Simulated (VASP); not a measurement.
Given:

```yaml
crystal:
  lattice:
    - [0.00000, 3.25770, 3.25770]
    - [3.25770, 0.00000, 3.25770]
    - [3.25770, 3.25770, 0.00000]
  atoms:
    - { symbol: Hg, position: [0.00000, 0.00000, 0.00000] }
    - { symbol: Te, position: [0.25767, 0.24233, 0.25767] }
```

Computed with PBEsol GGA, VASP's PBE PAW potentials (set 64) (plane waves; VASP 6.6.1). Settings: 480 eV cut-off, 10×10×10 Γ-centred mesh, first-order Methfessel-Paxton smearing of 0.10 eV, potentials Hg Te.

Unless said otherwise, spin-orbit coupling is left out, though it shifts the bands of the heavy elements here.

Q: What does the run give for the energy per atom (σ→0), largest force, band gap (on the k-mesh) with the smallest direct gap where there is one?

A: 
- band gap (on the k-mesh): none (metal, semimetal or under 0.01 eV)
- energy per atom (σ→0): -2.186 eV/atom
- largest force: 0.172 eV/Å

Only differences to runs with the same potentials and settings are physical.

The compound is HgTe in the zinc blende structure. This cell was strained or had an atom moved on purpose.
